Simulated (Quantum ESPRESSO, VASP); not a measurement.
An input for Quantum ESPRESSO (PBE, SSSP 1.1.2 efficiency (PBE) pseudopotentials):

```
&CONTROL
 calculation = 'scf',
 prefix = 'pwscf',
 outdir = './tmp/',
 pseudo_dir = './',
 tprnfor = .true.,
 tstress = .true.,
/
&SYSTEM
 ibrav = 2,
 celldm(1) = 6.68547308,
 nat = 1,
 ntyp = 1,
 ecutwfc = 50,
 ecutrho = 400,
 occupations = 'smearing',
 smearing = 'gaussian',
 degauss = 0.0147,
/
&ELECTRONS
 conv_thr = 1.0d-9,
/
ATOMIC_SPECIES
Cu    63.5460  Cu_pbe_v1.2.uspp.F.UPF
ATOMIC_POSITIONS {crystal}
Cu    0.00000000    0.00000000    0.00000000
K_POINTS {automatic}
21 21 21  0 0 0
```

Problem. Write the VASP files for the same calculation.

Solution. One set of files that does it:

### INCAR
```
GGA=PE
SIGMA=0.2   ! width (eV)
ALGO=Normal   ! blocked Davidson
LREAL=.FALSE.
LASPH=.TRUE.   ! aspherical one-centre terms
SYSTEM=Cu
ISMEAR=0   ! Gaussian
ENCUT=300   ! plane-wave cut-off (eV)
LCHARG=.FALSE.
EDIFF=1E-6   ! SCF stop (eV)
LWAVE=.FALSE.
ISIF=2   ! forces and stress, cell fixed
PREC=Accurate
NELM=100
LMAXMIX=4   ! l cut-off of mixed one-centre charges
```

### KPOINTS
```
Regular mesh
0
gamma
21 21 21
0 0 0
```

File POSCAR:
```
Cu
1.76890
  0.0000000000   1.0000000000   1.0000000000
  1.0000000000   0.0000000000   1.0000000000
  1.0000000000   1.0000000000   0.0000000000
Cu
1
Cart
  0.0000000000   0.0000000000   0.0000000000
```

POTCAR, in this order: Cu (PBE.64 set). Program: vasp_std.

Both inputs were run and reached self-consistency, which says nothing on mesh or cut-off. Potentials, basis and cut-offs are each code's own, so they don't translate, and total energies aren't comparable.

The structure is a typed Cu crystal (Fm-3m). The cell was not relaxed at this level, and it may have been scaled.
